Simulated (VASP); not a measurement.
Energy against volume of Mg (hcp). Computed with TPSS meta-GGA, VASP's PBE PAW potentials (set 64) (plane waves; VASP 6.6.1). Numerical set-up: 520 eV cut-off, 13×13×7 Γ-centred mesh, first-order Methfessel-Paxton smearing of 0.10 eV, potentials Mg.

Shape and ions are relaxed at each volume.

| V (Å³/atom) | E (eV/atom) |
|---|---|
| 21.359 | -5.30997 |
| 22.040 | -5.31825 |
| 22.722 | -5.32088 |
| 23.404 | -5.31865 |

**Question.** Fit these four points and predict the energy of the run at 24.085 Å³/atom.

**Answer.** A cubic in V^(−2/3), the third-order Birch-Murnaghan form, passes through the four points with V0 = 22.73 Å³/atom and B0 = 38 GPa, and gives -5.3123 eV/atom there. The run gave -5.3123 eV/atom, -0.0 meV/atom from the fit; all five points give B0 = 38 GPa.

The compound is Mg in the hcp structure. It was relaxed first.
